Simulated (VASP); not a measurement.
Given:

```
CELL_PARAMETERS angstrom
      3.10586     0.00000     0.00000
      0.00000     3.10586     0.00000
      0.00000     0.00000     3.10586
ATOMIC_POSITIONS crystal
  Nb 0.00000 0.00000 0.00000
  P  0.50000 0.50000 0.50000
```

All values below come from r2SCAN meta-GGA, VASP's PBE PAW potentials (set 64) (plane waves; VASP). Run with 400 eV cut-off, 13×13×13 Γ-centred mesh, tetrahedra with Blöchl corrections, potentials Nb_sv P.

Problem. Tabulate the total density of states (states/eV per cell) against energy (eV; zero at the valence-band maximum or, without a gap, the Fermi level).

Solution. 
(E (eV), DOS (states/eV)): (-9.89, 0.07); (-9.65, 0.04); (-9.41, 0.03); (-9.18, 0.01); (-8.94, 0.00); (-8.82, 0.00); (-8.58, 0.00); (-8.34, 0.00); (-8.10, 0.00); (-7.87, 0.08); (-7.63, 0.15); (-7.39, 0.22); (-7.15, 0.29); (-6.91, 0.43); (-6.67, 0.73); (-6.56, 0.87); (-6.32, 1.35); (-6.08, 1.65); (-5.84, 1.64); (-5.60, 1.14); (-5.37, 0.95); (-5.13, 0.91); (-4.89, 1.11); (-4.65, 1.08); (-4.41, 0.95); (-4.29, 0.96); (-4.05, 0.93); (-3.82, 0.92); (-3.58, 0.87); (-3.34, 0.61); (-3.10, 0.57); (-2.86, 0.58); (-2.63, 0.61); (-2.39, 1.16); (-2.15, 2.49); (-2.03, 3.10); (-1.79, 2.77); (-1.55, 1.49); (-1.31, 1.59); (-1.08, 1.50); (-0.84, 0.86); (-0.60, 0.46); (-0.36, 0.37); (-0.12, 0.60); (0.11, 1.99); (0.23, 2.40); (0.47, 1.53); (0.71, 1.22); (0.95, 1.41); (1.19, 1.31); (1.42, 1.01); (1.66, 0.97); (1.90, 1.38); (2.14, 1.05); (2.38, 1.11); (2.50, 1.17); (2.73, 1.10); (2.97, 0.99); (3.21, 1.74); (3.45, 2.07)
Within 2 eV below the Fermi level the largest weight inside VASP's projection spheres is Nb d, then P p.

The structure was generated: NbP was put into the CsCl type (Pm-3m), which need not be its known phase. It was relaxed first, which changed the volume by +13 %.
